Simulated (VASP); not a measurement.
A convergence study with VASP on Cu$_{2}$O (cuprite): one setting is varied, all else stays as given below, so the limit is that of these other settings. Each run relaxes cell and ions from the cell shown.

```
CELL_PARAMETERS angstrom
      4.27000     0.00000     0.00000
      0.00000     4.27000     0.00000
      0.00000     0.00000     4.27000
ATOMIC_POSITIONS crystal
  Cu 0.75000 0.25000 0.75000
  Cu 0.25000 0.75000 0.75000
  Cu 0.75000 0.75000 0.25000
  Cu 0.25000 0.25000 0.25000
  O  0.00000 0.00000 0.00000
  O  0.50000 0.50000 0.50000
```

The numbers are results of PBE GGA, VASP's PBE PAW potentials (set 64) (plane waves; VASP), not measurements. The tightest run used: 700 eV cut-off, 9×9×9 Γ-centred mesh, Gaussian smearing of 0.050 eV, potentials Cu O.

Gaps are read on the run's mesh, which can miss a band edge.

```json
[
 {"setting": "2×2×2 mesh", "relaxed volume (Å³/atom)": "13.532", "E (eV/atom)": "-4.4903", "gap on the mesh (eV)": "0.437", "irreducible k-points": "4"},
 {"setting": "3×3×3 mesh", "relaxed volume (Å³/atom)": "13.344", "E (eV/atom)": "-4.5442", "gap on the mesh (eV)": "0.464", "irreducible k-points": "4"},
 {"setting": "5×5×5 mesh", "relaxed volume (Å³/atom)": "13.314", "E (eV/atom)": "-4.5488", "gap on the mesh (eV)": "0.468", "irreducible k-points": "10"}
]
```

These are the cheaper rows. Estimate the results at 9×9×9 mesh, and how far the last row shown lies from them.

| quantity | tightest run | last row shown is off by |
|---|---|---|
| relaxed volume (Å³/atom) | 13.309 | 0.005 |
| E (eV/atom) | -4.5492 | 0.0004 |
| gap on the mesh (eV) | 0.469 | -0.001 |

Left out are rungs that failed or repeat a setting and relaxations that didn't move; long series are thinned to 24 rows.

The compound is Cu2O in the cuprite structure.
